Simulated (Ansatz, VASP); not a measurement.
## Cross-check of W2N between VASP and Ansatz

One calculation is typed for both programs; each brings its own data sets. How far apart do they land? The cell is taken from a series of runs on this material, whose earlier steps may have relaxed, scaled, displaced or heated it; both programs get it as it stands.

Main program and level: Ansatz 0.2.0; plane waves, with VASP 6.6.1 beside it; PBE.

### 1. Set-up

The cell holds 3 atoms: 1 N and 2 W. Its edges and angles: a = 2.752 Å, b = 2.752 Å, c = 29.624 Å, α = 90.0°, β = 90.0°, γ = 120.0°. Vacuum lies along c.

As a file:

```cif
data_structure
_symmetry_space_group_name_H-M 'P 1'
_symmetry_Int_Tables_number 1
_cell_length_a 2.7519
_cell_length_b 2.7519
_cell_length_c 29.6237
_cell_angle_alpha 90.000
_cell_angle_beta 90.000
_cell_angle_gamma 120.000
_cell_volume 194.28
loop_
_atom_site_label
_atom_site_type_symbol
_atom_site_fract_x
_atom_site_fract_y
_atom_site_fract_z
_atom_site_occupancy
N1 N 0.00000 0.00000 0.33757 1
W2 W 0.33333 0.66667 0.38733 1
W3 W 0.66667 0.33333 0.28780 1
```

### 2. VASP: zone-centre phonons, PBE

Second derivatives magnify differences that forces hide, and they need a tight electronic threshold.

Lines of VASP's logs that name or quote its potential files are left out, and so is its time.

The input, INCAR:

```
SYSTEM = W2N
PREC = Accurate
ENCUT = 600
EDIFF = 1E-08
NELM = 120
ISMEAR = 1
SIGMA = 0.2
LREAL = .FALSE.
ALGO = Normal
GGA = PE
NBANDS = 14
LASPH = .TRUE.
LORBIT = 11
LWAVE = .FALSE.
LCHARG = .FALSE.
ISIF = 2
IBRION = 8
GGA_COMPAT = .FALSE.
NELMDL = -8
KPAR = 2
```

The input, POSCAR:

```
W2N
1.0
    2.7518768880      0.0000000000      0.0000000000
   -1.3759384440      2.3831952931      0.0000000000
    0.0000000000      0.0000000000     29.6237063742
N W
1 2
Direct
    0.0000000000      0.0000000000      0.3375674831
    0.3333333333      0.6666666667      0.3873323886
    0.6666666667      0.3333333333      0.2878025776
```

The input, KPOINTS:

```
Automatic mesh
0
Gamma
18 18 1
0 0 0
```

Potentials, in the order of the species: N and W (PBE family, release 64).

Command:

```
mpirun -np 2 vasp_std
```

Numbers of over 12 decimals in the logs are rounded to 6 here.

Log:

```text
[banner, memory and clock lines left out]
running    2 mpi-ranks, on    1 nodes
 distrk:  each k-point on    1 cores,    2 groups
 distr:  one band on    1 cores,    1 groups

 POSCAR found type information on POSCAR N W
 POSCAR found :  2 types and       3 ions
 LDA part: xc-table for (Slater+PW92), standard interpolation
 POSCAR, INCAR and KPOINTS ok, starting setup
 FFT: planning ... GRIDC
 FFT: planning ... GRID_SOFT
 FFT: planning ... GRID
 WAVECAR not read
 entering main loop
       N       E                     dE             d eps       ncg     rms          rms(c)
DAV:   1     0.126911021651E+03    0.12691E+03   -0.59825E+03  1036   0.960E+02
DAV:   2    -0.182983291425E+02   -0.14521E+03   -0.13761E+03  1864   0.195E+02
DAV:   3    -0.345029429113E+02   -0.16205E+02   -0.15858E+02  1468   0.815E+01
DAV:   4    -0.350286133029E+02   -0.52567E+00   -0.51187E+00  1462   0.166E+01
DAV:   5    -0.350446556703E+02   -0.16042E-01   -0.15972E-01  1484   0.233E+00
DAV:   6    -0.350452692857E+02   -0.61362E-03   -0.61353E-03  1548   0.372E-01
DAV:   7    -0.350452800664E+02   -0.10781E-04   -0.10780E-04  1514   0.431E-02
DAV:   8    -0.350452803357E+02   -0.26933E-06   -0.26911E-06  1516   0.592E-03    0.332E+01
DAV:   9    -0.319888010805E+02    0.30565E+01   -0.14249E+01  1572   0.274E+01    0.132E+01
DAV:  10    -0.316234873813E+02    0.36531E+00   -0.24914E+00  1440   0.131E+01    0.772E+00
DAV:  11    -0.315059018929E+02    0.11759E+00   -0.55531E-01  1474   0.620E+00    0.109E+00
DAV:  12    -0.314971573146E+02    0.87446E-02   -0.43064E-02  1358   0.168E+00    0.649E-01
DAV:  13    -0.314964838900E+02    0.67342E-03   -0.36017E-03  1388   0.439E-01    0.850E-02
DAV:  14    -0.314963274498E+02    0.15644E-03   -0.31556E-04  1422   0.147E-01    0.499E-02
[...]
DAV:  22    -0.314964259341E+02   -0.48763E-05   -0.18999E-07  1180   0.132E-03    0.284E-04
DAV:  23    -0.314964296127E+02   -0.36786E-05   -0.10782E-07  1050   0.791E-04    0.157E-04
DAV:  24    -0.314964309826E+02   -0.13699E-05   -0.39319E-08  1024   0.485E-04    0.185E-04
DAV:  25    -0.314964314729E+02   -0.49035E-06   -0.75256E-09   902   0.279E-04    0.625E-05
DAV:  26    -0.314964316287E+02   -0.15574E-06   -0.24403E-09   814   0.170E-04    0.118E-04
DAV:  27    -0.314964316541E+02   -0.25458E-07   -0.29679E-10   674   0.703E-05    0.164E-05
DAV:  28    -0.314964316738E+02   -0.19646E-07   -0.19327E-10   668   0.555E-05    0.232E-05
DAV:  29    -0.314964316784E+02   -0.46061E-08   -0.33216E-11   584   0.310E-05
   1 F= -.31496432E+02 E0= -.31496645E+02  d E =0.638589E-03
 Linear response reoptimize wavefunctions to high precision
DAV:   1    -0.314964316797E+02   -0.12776E-08    0.12266E-11   776   0.150E-05
DAV:   2    -0.314964316797E+02   -0.55479E-10    0.22903E-11   566   0.536E-06
 Linear response DOF=           4
 Linear response progress:
  Degree of freedom:   1/  4
       N       E                     dE             d eps       ncg     rms          rms(c)
RMM:   1    -0.225473343715E+00   -0.22547E+00    0.17337E-01  5676   0.315E+00
RMM:   2    -0.224419166915E+00    0.10542E-02   -0.98500E-03  4107   0.676E-01    0.241E-01
RMM:   3    -0.225562194498E+00   -0.11430E-02   -0.10977E-03  4220   0.200E-01    0.132E-01
RMM:   4    -0.227211386719E+00   -0.16492E-02   -0.47495E-04  3900   0.149E-01    0.263E-02
RMM:   5    -0.227186418426E+00    0.24968E-04   -0.20510E-05  4610   0.396E-02    0.432E-03
RMM:   6    -0.227128804442E+00    0.57614E-04    0.33387E-06  4496   0.862E-03    0.918E-04
RMM:   7    -0.227119473674E+00    0.93308E-05    0.21973E-06  4732   0.185E-03    0.370E-04
RMM:   8    -0.227119056528E+00    0.41715E-06    0.10265E-06  4786   0.510E-04    0.958E-05
RMM:   9    -0.227119492980E+00   -0.43645E-06    0.38313E-07  4848   0.169E-04    0.271E-05
RMM:  10    -0.227119379446E+00    0.11353E-06    0.16997E-07  4868   0.711E-05    0.974E-06
RMM:  11    -0.227119367506E+00    0.11940E-07    0.52570E-08  4763   0.413E-05    0.414E-06
RMM:  12    -0.227119428446E+00   -0.60940E-07    0.86825E-09  4652   0.314E-05    0.827E-07
RMM:  13    -0.227119432040E+00   -0.35936E-08   -0.22147E-08  4591   0.255E-05    0.436E-07
 first order change of Fermi-energy   0.18227E-02
 force on displaced ion       1 direction 1 :  -5.575   0.000   0.000
 Linear response progress:
  Degree of freedom:   2/  4
       N       E                     dE             d eps       ncg     rms          rms(c)
RMM:   1    -0.274227080603E+00   -0.27423E+00    0.29870E-01  2222   0.337E+00
RMM:   2    -0.275479853007E+00   -0.12528E-02   -0.91277E-03  1703   0.733E-01    0.654E-01
RMM:   3    -0.276174935897E+00   -0.69508E-03   -0.20176E-03  1709   0.265E-01    0.406E-01
RMM:   4    -0.283298212820E+00   -0.71233E-02   -0.36254E-03  1960   0.273E-01    0.317E-01
RMM:   5    -0.277934050816E+00    0.53642E-02   -0.23852E-03  1901   0.222E-01    0.342E-02
RMM:   6    -0.277639973594E+00    0.29408E-03   -0.10208E-04  1651   0.610E-02    0.742E-03
RMM:   7    -0.277584118316E+00    0.55855E-04   -0.11195E-05  1895   0.150E-02    0.304E-03
RMM:   8    -0.277567760504E+00    0.16358E-04   -0.48524E-06  1860   0.324E-03    0.990E-04
RMM:   9    -0.277563699205E+00    0.40613E-05    0.31203E-07  1851   0.116E-03    0.292E-04
RMM:  10    -0.277565128567E+00   -0.14294E-05   -0.38051E-07  1770   0.693E-04    0.189E-04
RMM:  11    -0.277565032230E+00    0.96337E-07   -0.23932E-07  1838   0.467E-04    0.114E-04
RMM:  12    -0.277564850397E+00    0.18183E-06   -0.77848E-07  1880   0.405E-04    0.595E-05
RMM:  13    -0.277564905259E+00   -0.54863E-07    0.15679E-07  1916   0.243E-04    0.394E-05
RMM:  14    -0.277564725519E+00    0.17974E-06   -0.31468E-07  1916   0.185E-04    0.203E-05
RMM:  15    -0.277564728728E+00   -0.32097E-08    0.12450E-07  1921   0.153E-04    0.830E-06
RMM:  16    -0.277564764967E+00   -0.36239E-07    0.18640E-08  1885   0.791E-05    0.736E-06
RMM:  17    -0.277564770176E+00   -0.52090E-08   -0.66816E-09  1798   0.559E-05    0.357E-06
 first order change of Fermi-energy  -0.18329E-02
 force on displaced ion       1 direction 3 :  -0.000   0.000 -16.620
 Linear response progress:
  Degree of freedom:   3/  4
       N       E                     dE             d eps       ncg     rms          rms(c)
RMM:   1    -0.109674849295E+00   -0.10967E+00   -0.97635E-02  7670   0.203E+00
RMM:   2    -0.106981455334E+00    0.26934E-02   -0.37728E-03  7051   0.412E-01    0.195E-01
RMM:   3    -0.105878876259E+00    0.11026E-02   -0.56630E-04  7468   0.132E-01    0.115E-01
RMM:   4    -0.105254709698E+00    0.62417E-03   -0.63837E-04  7388   0.153E-01    0.194E-02
RMM:   5    -0.105264611528E+00   -0.99018E-05   -0.30633E-05  8361   0.207E-02    0.401E-03
RMM:   6    -0.105265077069E+00   -0.46554E-06   -0.26527E-06  8285   0.667E-03    0.422E-03
RMM:   7    -0.105264081611E+00    0.99546E-06   -0.40415E-07  7996   0.323E-03    0.824E-04
RMM:   8    -0.105262816135E+00    0.12655E-05   -0.41308E-08  8671   0.114E-03    0.185E-04
RMM:   9    -0.105262492714E+00    0.32342E-06   -0.79638E-09  8908   0.307E-04    0.750E-05
RMM:  10    -0.105262362890E+00    0.12982E-06    0.11922E-08  8573   0.133E-04    0.194E-05
RMM:  11    -0.105262363986E+00   -0.10967E-08   -0.43727E-08  9139   0.579E-05    0.567E-06
 first order change of Fermi-energy   0.16870E-03
 force on displaced ion       2 direction 1 :  -4.156   0.000   0.001
 Linear response progress:
  Degree of freedom:   4/  4
       N       E                     dE             d eps       ncg     rms          rms(c)
RMM:   1    -0.163322096292E+00   -0.16332E+00   -0.89935E-02  1833   0.198E+00
RMM:   2    -0.160168529877E+00    0.31536E-02   -0.49560E-03  1602   0.482E-01    0.512E-01
RMM:   3    -0.160073420040E+00    0.95110E-04   -0.59289E-04  1797   0.142E-01    0.302E-01
RMM:   4    -0.162540827213E+00   -0.24674E-02   -0.18536E-03  2033   0.205E-01    0.233E-01
RMM:   5    -0.160141884418E+00    0.23989E-02   -0.10938E-03  1954   0.150E-01    0.310E-02
RMM:   6    -0.160127763940E+00    0.14120E-04   -0.33783E-05  1780   0.351E-02    0.928E-03
RMM:   7    -0.160101137750E+00    0.26626E-04   -0.51959E-06  1849   0.144E-02    0.263E-03
RMM:   8    -0.160096973292E+00    0.41645E-05   -0.52499E-07  1865   0.382E-03    0.688E-04
RMM:   9    -0.160095630035E+00    0.13433E-05   -0.34264E-07  1883   0.114E-03    0.293E-04
RMM:  10    -0.160094181391E+00    0.14486E-05   -0.69195E-07  1829   0.478E-04    0.813E-05
RMM:  11    -0.160094128621E+00    0.52769E-07   -0.19339E-07  1944   0.185E-04    0.592E-05
RMM:  12    -0.160094190560E+00   -0.61939E-07   -0.10885E-07  1822   0.213E-04    0.267E-05
RMM:  13    -0.160094422979E+00   -0.23242E-06   -0.21599E-07  1886   0.152E-04    0.170E-05
RMM:  14    -0.160094444017E+00   -0.21037E-07   -0.70386E-08  1882   0.732E-05    0.839E-06
RMM:  15    -0.160094479160E+00   -0.35144E-07   -0.81403E-08  1880   0.660E-05    0.634E-06
RMM:  16    -0.160094509142E+00   -0.29982E-07   -0.48219E-08  1852   0.619E-05    0.372E-06
RMM:  17    -0.160094513719E+00   -0.45773E-08   -0.17567E-08  1863   0.465E-05    0.143E-06
 first order change of Fermi-energy  -0.34605E+00
 force on displaced ion       2 direction 3 :  -0.000   0.000 -12.521
 Linear response finished
```

OUTCAR, selected parts (step 2):

```text
ion  position               nearest neighbor table
   1  0.000  0.000  0.338-   2 2.17   3 2.17   2 2.17   3 2.17   2 2.17   3 2.17
   2  0.333  0.667  0.387-   1 2.17   1 2.17   1 2.17   3 3.35   3 3.35   3 3.35
   3  0.667  0.333  0.288-   1 2.17   1 2.17   1 2.17   2 3.35   2 3.35   2 3.35

  LATTYP: Found a hexagonal cell.
 ALAT       =     2.7518768880
 C/A-ratio  =    10.7649097615

 Subroutine GETGRP returns: Found 12 space group operations
 (whereof  6 operations were pure point group operations)

The static configuration has the point symmetry C_3v.
 The point group associated with its full space group is D_3d.

 Found     37 irreducible k-points:

   k-points           NKPTS =     37   k-points in BZ     NKDIM =     37   number of bands    NBANDS=     14

   dimension x,y,z NGX =    24 NGY =   24 NGZ =  240
   dimension x,y,z NGXF=    48 NGYF=   48 NGZF=  480

   ENCUT  =  600.0 eV  44.10 Ry    6.64 a.u.   5.50  5.50 59.17*2*pi/ulx,y,z

   NELECT =      17.0000    total number of electrons

 k-points in reciprocal lattice and weights: Automatic mesh
   0.00000000  0.00000000  0.00000000       0.003
   0.05555556  0.00000000  0.00000000       0.019
   0.11111111  0.00000000  0.00000000       0.019
   0.16666667  0.00000000  0.00000000       0.019
   0.22222222  0.00000000  0.00000000       0.019
   0.27777778  0.00000000  0.00000000       0.019
   0.33333333  0.00000000  0.00000000       0.019
   0.38888889  0.00000000  0.00000000       0.019
   0.44444444  0.00000000  0.00000000       0.019
[...]
0.33333333  0.27777778  0.00000000       0.037
   0.33333333  0.33333333  0.00000000       0.006

 average (electrostatic) potential at core
       1 -73.1888       2 -48.8680       3 -48.8680

  Total        0.9371707      0.9371707     -0.0592208      0.0000000      0.0000000      0.0000000
  in kB        7.7286074      7.7286074     -0.4883790      0.0000000      0.0000000      0.0000000
  external PRESSURE =       4.9896120 kB  Pullay stress =       0.0000000 kB

  energy-cutoff  :      600.00
  volume of cell :      194.28
      direct lattice vectors                 reciprocal lattice vectors
     2.751876888  0.000000000  0.000000000     0.363388349  0.209802361  0.000000000
    -1.375938444  2.383195293  0.000000000     0.000000000  0.419604723  0.000000000
     0.000000000  0.000000000 29.623706374     0.000000000  0.000000000  0.033756748

 POSITION                                       TOTAL-FORCE (eV/Angst)
 -----------------------------------------------------------------------------------
      0.00000      0.00000     10.00000         0.000000      0.000000     -0.000000
     -0.00000      1.58880     11.47422         0.000000      0.000000     -0.008049
      1.37594      0.79440      8.52578        -0.000000      0.000000      0.008049
 -----------------------------------------------------------------------------------
    total drift:                               -0.000000     -0.000000     -0.000000

 Eigenvectors and eigenvalues of the dynamical matrix
 ----------------------------------------------------

   1 f  =   17.353183 THz   109.033262 2PiTHz  578.839868 cm-1    71.766965 meV
             X         Y         Z           dx          dy          dz
      0.000000  0.000000 10.000000     0.000000   -0.000000    0.981535
     -0.000000  1.588797 11.474221     0.000000   -0.000000   -0.135257
      1.375938  0.794398  8.525779    -0.000000    0.000000   -0.135257

   2 f  =   10.049856 THz    63.145108 2PiTHz  335.227114 cm-1    41.562846 meV
             X         Y         Z           dx          dy          dz
      0.000000  0.000000 10.000000    -0.000008    0.981570    0.000000
     -0.000000  1.588797 11.474221     0.000001   -0.135130   -0.000000
      1.375938  0.794398  8.525779     0.000001   -0.135130   -0.000000

   3 f  =   10.049856 THz    63.145108 2PiTHz  335.227114 cm-1    41.562846 meV
             X         Y         Z           dx          dy          dz
      0.000000  0.000000 10.000000    -0.981570   -0.000008    0.000000
     -0.000000  1.588797 11.474221     0.135130    0.000001    0.000000
      1.375938  0.794398  8.525779     0.135130    0.000001    0.000000

   4 f  =    4.719225 THz    29.651763 2PiTHz  157.416391 cm-1    19.517136 meV
             X         Y         Z           dx          dy          dz
      0.000000  0.000000 10.000000    -0.000000   -0.000000    0.000000
     -0.000000  1.588797 11.474221     0.000000    0.000000   -0.707107
      1.375938  0.794398  8.525779    -0.000000   -0.000000    0.707107

   5 f  =    2.713070 THz    17.046724 2PiTHz   90.498289 cm-1    11.220353 meV
             X         Y         Z           dx          dy          dz
      0.000000  0.000000 10.000000     0.000000   -0.000000   -0.000000
     -0.000000  1.588797 11.474221    -0.000246    0.707107   -0.000000
      1.375938  0.794398  8.525779     0.000246   -0.707107   -0.000000

   6 f  =    2.713070 THz    17.046724 2PiTHz   90.498289 cm-1    11.220353 meV
             X         Y         Z           dx          dy          dz
      0.000000  0.000000 10.000000     0.000000   -0.000000   -0.000000
     -0.000000  1.588797 11.474221     0.707107    0.000246   -0.000000
      1.375938  0.794398  8.525779    -0.707107   -0.000246   -0.000000

   7 f/i=    0.004228 THz     0.026565 2PiTHz    0.141027 cm-1     0.017485 meV
             X         Y         Z           dx          dy          dz
      0.000000  0.000000 10.000000     0.000000    0.000000    0.191283
     -0.000000  1.588797 11.474221     0.000000    0.000000    0.694050
      1.375938  0.794398  8.525779     0.000000    0.000000    0.694050

   8 f/i=    0.004283 THz     0.026912 2PiTHz    0.142872 cm-1     0.017714 meV
             X         Y         Z           dx          dy          dz
      0.000000  0.000000 10.000000     0.028590    0.188953   -0.000000
     -0.000000  1.588797 11.474221     0.103838    0.686263   -0.000000
      1.375938  0.794398  8.525779     0.103838    0.686263   -0.000000

   9 f/i=    0.004283 THz     0.026912 2PiTHz    0.142872 cm-1     0.017714 meV
             X         Y         Z           dx          dy          dz
      0.000000  0.000000 10.000000     0.188953   -0.028590   -0.000000
     -0.000000  1.588797 11.474221     0.686263   -0.103838   -0.000000
      1.375938  0.794398  8.525779     0.686263   -0.103838   -0.000000

 ELASTIC MODULI CONTR FROM IONIC RELAXATION (kBar)
 Direction    XX          YY          ZZ          XY          YZ          ZX
 --------------------------------------------------------------------------------
 XX        -224.4180   -205.4358   -359.5878      0.0000     27.3001     -0.0000
 YY        -205.4358   -224.4180   -359.5878      0.0000    -27.3001     -0.0000
 ZZ        -359.5878   -359.5878   -601.6155      0.0000      0.0000     -0.0000
 XY           0.0000      0.0000      0.0000     -9.4911      0.0000     35.7821
 YZ          27.3001    -27.3001      0.0000      0.0000    -78.5254     -0.0000
 ZX          -0.0000     -0.0000     -0.0000     35.7821     -0.0000   -134.9005
 --------------------------------------------------------------------------------
```

This run has no spin polarisation, so a moment on W, if there is one, isn't seen. Its electron count is odd, so without a moment it is a metal by construction.

(Part 1 of 2 ends here.)

[Lines on the potential files, build, host, timing and source positions are cut from VASP's logs without a mark.]

[Logs are printed without paths, hosts, clocks, repeated set-up lines and the standing remarks that a program may print on its own settings, such as how far it seeks lower states.]

[Hosts, paths, dates, database ids (printed as entryN), source tags and the programs' standing remarks are cut or masked in the printed files.]
